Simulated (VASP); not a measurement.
The input files of a VASP run:

**INCAR**
```
AGGAC = 0.0
ALGO = Normal
EDIFF = 1E-6
EDIFFG = -0.01
ENCUT = 520
GGA = BO
IBRION = 2
ISIF = 3
ISMEAR = 0
LASPH = .TRUE.
LCHARG = .FALSE.
LREAL = .FALSE.
LUSE_VDW = .TRUE.
LWAVE = .FALSE.
NELM = 100
NSW = 60
PARAM1 = 0.1833333333
PARAM2 = 0.22
PREC = Accurate
SIGMA = 0.05
SYSTEM = MgS
```

File POSCAR:
```
MgS
1
    0.0000000000     2.6000000000     2.6000000000
    2.6000000000     0.0000000000     2.6000000000
    2.6000000000     2.6000000000     0.0000000000
Mg S
1 1
Direct
  0.0000000000   0.0000000000   0.0000000000
  0.5000000000   0.5000000000   0.5000000000
```

File KPOINTS:
```
Automatic mesh
0
Gamma
8 8 8
0 0 0
```

POTCAR, in this order: Mg S (PBE.64 set). Program: vasp_std.

Q: Translate this optB88-vdW calculation to Quantum ESPRESSO's pw.x.

A: One equivalent input (not run):
```
&CONTROL
  calculation = 'vc-relax'
  pseudo_dir = './pseudo'
  outdir = './out'
  tprnfor = .true.
  tstress = .true.
  nstep = 60
  forc_conv_thr = 0.00039
/
&SYSTEM
  ibrav = 0
  nat = 2
  ntyp = 2
  ecutwfc = 84
  occupations = 'smearing'
  smearing = 'gaussian'
  degauss = 0.003675
  input_dft = 'vdw-df-obk8'
/
&ELECTRONS
  conv_thr = 7.3e-08
  electron_maxstep = 100
/
&IONS
/
&CELL
/
ATOMIC_SPECIES
  Mg 24.305 Mg.upf
  S 32.060 S.upf
CELL_PARAMETERS angstrom
     0.0000000    2.6000000    2.6000000
     2.6000000    0.0000000    2.6000000
     2.6000000    2.6000000    0.0000000
ATOMIC_POSITIONS crystal
  Mg   0.0000000  0.0000000  0.0000000
  S    0.5000000  0.5000000  0.5000000
K_POINTS automatic
  8 8 8 0 0 0
```
What does not carry over: the potentials are each code's own (VASP's PAW set, PseudoDojo norm-conserving files in pw.x), so ENCUT and ecutwfc are chosen apart and not converted; conv_thr bounds pw.x's estimated SCF error, while EDIFF bounds the energy change between steps; forc_conv_thr acts on force components and is met together with etot_conv_thr.

The compound is MgS in the rock salt structure. This run relaxes it. Symmetry was kept, so distortions that lower it aren't found.
